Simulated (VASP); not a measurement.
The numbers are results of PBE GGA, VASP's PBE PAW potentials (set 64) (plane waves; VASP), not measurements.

VASP input:

### INCAR
```
NELM = 100   # most electronic steps
GGA = PE
LMAXMIX = 4
LWAVE = .False.
ALGO = Normal   # blocked Davidson
SYSTEM = CuNi3C
LREAL = .False.   # projection in real space or not
SIGMA = 0.1
LORBIT = 11   # lm-projected
MAGMOM = 0.0 0.0 2.0 2.0 2.0
LCHARG = .False.
LASPH = .True.   # aspherical one-centre terms
EDIFF = 1E-6   # SCF stop (eV)
ISPIN = 2
PREC = Accurate
ISMEAR = 0
ENCUT = 400   # plane-wave cut-off (eV)
ISIF = 2   # forces and stress, cell fixed
```

File POSCAR:
```
CuNi3C
1
    3.7703890000     0.0000000000     0.0000000000
    0.0000000000     3.7703890000     0.0000000000
    0.0000000000     0.0000000000     3.7703890000
Cu C Ni
1 1 3
Direct
  0.0000000000   0.0000000000   0.0000000000
  0.5000000000   0.5000000000   0.5000000000
  0.0000000000   0.5000000000   0.5000000000
  0.5000000000   0.5000000000   0.0000000000
  0.5000000000   0.0000000000   0.5000000000
```

### KPOINTS
```
Automatic mesh
0
Gamma
5 5 5
0 0 0
```

POTCAR, in this order: Cu C Ni (PBE.64 set). Program: vasp_std.

The run wrote:

**OSZICAR**
```
       N       E                     dE             d eps       ncg     rms          rms(c)
DAV:   1     0.288161574827E+03    0.28816E+03   -0.17413E+04  1240   0.183E+03
DAV:   2    -0.942899507634E+01   -0.29759E+03   -0.28459E+03  1218   0.354E+02
DAV:   3    -0.342729318902E+02   -0.24844E+02   -0.23473E+02  1460   0.127E+02
DAV:   4    -0.352091679831E+02   -0.93624E+00   -0.93087E+00  1362   0.255E+01
DAV:   5    -0.352446384695E+02   -0.35470E-01   -0.35450E-01  1586   0.516E+00    0.280E+01
DAV:   6    -0.337062786991E+02    0.15384E+01   -0.60428E+01  1480   0.128E+02    0.234E+01
DAV:   7    -0.291849393436E+02    0.45213E+01   -0.21805E+01  1616   0.103E+02    0.651E+00
DAV:   8    -0.290129455419E+02    0.17199E+00   -0.27491E+00  1680   0.629E+01    0.430E+00
DAV:   9    -0.289074938494E+02    0.10545E+00   -0.13952E+00  1764   0.333E+01    0.181E+00
DAV:  10    -0.288901389335E+02    0.17355E-01   -0.14582E-01  2002   0.105E+01    0.665E-01
DAV:  11    -0.288905479282E+02   -0.40899E-03   -0.12932E-02  1652   0.105E+00    0.213E-01
DAV:  12    -0.288904125632E+02    0.13537E-03   -0.90267E-04  1702   0.859E-01    0.102E-01
DAV:  13    -0.288904666371E+02   -0.54074E-04   -0.25525E-04  1790   0.257E-01    0.480E-02
DAV:  14    -0.288904658035E+02    0.83366E-06   -0.47455E-05  1816   0.200E-01    0.304E-02
DAV:  15    -0.288904693841E+02   -0.35807E-05   -0.13896E-05  1784   0.654E-02    0.116E-02
DAV:  16    -0.288904699420E+02   -0.55789E-06   -0.21131E-06   948   0.269E-02
   1 F= -.28890470E+02 E0= -.28878137E+02  d E =-.246655E-01  mag=     0.5207
```

**OUTCAR**
```
------------------------ aborting loop because EDIFF is reached ----------------------------------------
  FORCE on cell =-STRESS in cart. coord.  units (eV):
  Direction    XX          YY          ZZ          XY          YZ          ZX
  --------------------------------------------------------------------------------------
  Total       -1.2823594     -1.2823594     -1.2823594     -0.0000000      0.0000000     -0.0000000
  in kB      -38.3320348    -38.3320348    -38.3320348     -0.0000000      0.0000000     -0.0000000
  external PRESSURE =     -38.3320348 kB  Pullay stress =       0.0000000 kB
  volume of cell :       53.60
      direct lattice vectors                 reciprocal lattice vectors
     3.770389000  0.000000000  0.000000000     0.265224623  0.000000000  0.000000000
     0.000000000  3.770389000  0.000000000     0.000000000  0.265224623  0.000000000
     0.000000000  0.000000000  3.770389000     0.000000000  0.000000000  0.265224623
 POSITION                                       TOTAL-FORCE (eV/Angst)
 -----------------------------------------------------------------------------------
      0.00000      0.00000      0.00000         0.000000      0.000000      0.000000
      1.88519      1.88519      1.88519         0.000000      0.000000      0.000000
      0.00000      1.88519      1.88519         0.000000      0.000000      0.000000
      1.88519      1.88519      0.00000         0.000000      0.000000      0.000000
      1.88519      0.00000      1.88519         0.000000      0.000000      0.000000
 -----------------------------------------------------------------------------------
    total drift:                                0.000000      0.000000      0.000000
  FREE ENERGIE OF THE ION-ELECTRON SYSTEM (eV)
  ---------------------------------------------------
  free  energy   TOTEN  =       -28.8904699420 eV

  energy  without entropy=      -28.8658043990  energy(sigma->0) =      -28.87813717

 total charge

# of ion       s       p       d       tot
------------------------------------------
    1        0.385   0.296   9.220   9.901
    2        0.896   1.536   0.000   2.432
    3        0.454   0.572   8.410   9.436
    4        0.454   0.572   8.410   9.436
    5        0.454   0.572   8.410   9.436
--------------------------------------------------
tot          2.642   3.549  34.449  40.640

 magnetization (x)

# of ion       s       p       d       tot
------------------------------------------
    1       -0.002   0.004  -0.008  -0.006
    2        0.002   0.028   0.000   0.030
    3        0.007   0.006   0.147   0.160
    4        0.007   0.006   0.147   0.160
    5        0.007   0.006   0.147   0.160
--------------------------------------------------
tot          0.021   0.049   0.433   0.503
```
(Selected blocks of OUTCAR.)

At this cut-off the stress carries a Pulay error, which pulls relaxed volumes low.

The structure was generated: CuNi3C was put into an ordered model structure, which need not be its known phase. The cell was not relaxed at this level, and its volume differs by -5.9 % from the start's. The k-mesh is coarse (spacing up to 0.33 per Å, 2π included), so the numbers may not be converged in it.
